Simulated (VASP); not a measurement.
The input files of a VASP run:

**KPOINTS**
```
Automatic mesh
0
Gamma
6 6 6
0 0 0
```

File POSCAR:
```
BaZrO3
1
    4.2124524290     0.0000000000     0.0000000000
    0.0000000000     4.2124524290     0.0000000000
    0.0000000000     0.0000000000     4.2124524290
Ba Zr O
1 1 3
Direct
  0.0000000000   0.0000000000   0.0000000000
  0.5000000000   0.5000000000   0.5000000000
  0.5000000000   0.0000000000   0.5000000000
  0.0000000000   0.5000000000   0.5000000000
  0.5000000000   0.5000000000   0.0000000000
```

INCAR:
```
! general
SYSTEM   =  BaZrO3
PREC     =  Accurate
ENCUT    =  520
LREAL    =  .False.
LASPH    =  .True.

! electronic loop
EDIFF    =  1E-7
NELM     =  100
ALGO     =  Normal
LMAXMIX  =  4

! smearing
ISMEAR   =  -5

! functional
GGA      =  PE
IVDW     =  12

! ions
ISIF     =  2

! output
LWAVE    =  .False.
LCHARG   =  .True.
LORBIT   =  11
NEDOS    =  601

! other
LEFG     =  .True.
```

POTCAR, in this order: Ba_sv Zr_sv O (PBE.64 set). Program: vasp_std.

**Question.** Write an equivalent input for Quantum ESPRESSO's pw.x.

**Answer.** One equivalent input (not run):
```
&CONTROL
  calculation = 'scf'
  pseudo_dir = './pseudo'
  outdir = './out'
  tprnfor = .true.
  tstress = .true.
/
&SYSTEM
  ibrav = 0
  nat = 5
  ntyp = 3
  ecutwfc = 84
  occupations = 'tetrahedra'
  input_dft = 'pbe'
  vdw_corr = 'grimme-d3'
  dftd3_version = 4
  dftd3_threebody = .false.
/
&ELECTRONS
  conv_thr = 7.3e-09
  electron_maxstep = 100
/
ATOMIC_SPECIES
  Ba 137.327 Ba.upf
  Zr 91.224 Zr.upf
  O 15.999 O.upf
CELL_PARAMETERS angstrom
     4.2124524    0.0000000    0.0000000
     0.0000000    4.2124524    0.0000000
     0.0000000    0.0000000    4.2124524
ATOMIC_POSITIONS crystal
  Ba   0.0000000  0.0000000  0.0000000
  Zr   0.5000000  0.5000000  0.5000000
  O    0.5000000  0.0000000  0.5000000
  O    0.0000000  0.5000000  0.5000000
  O    0.5000000  0.5000000  0.0000000
K_POINTS automatic
  6 6 6 0 0 0
```
The two are equivalent in intent, not identical: the potentials are each code's own (VASP's PAW set, PseudoDojo norm-conserving files in pw.x), so ENCUT and ecutwfc are chosen apart and not converted; conv_thr bounds pw.x's estimated SCF error, while EDIFF bounds the energy change between steps; the field gradients of LEFG aren't asked of the other code.

The compound is BaZrO3 in the cubic perovskite structure. It was relaxed first.
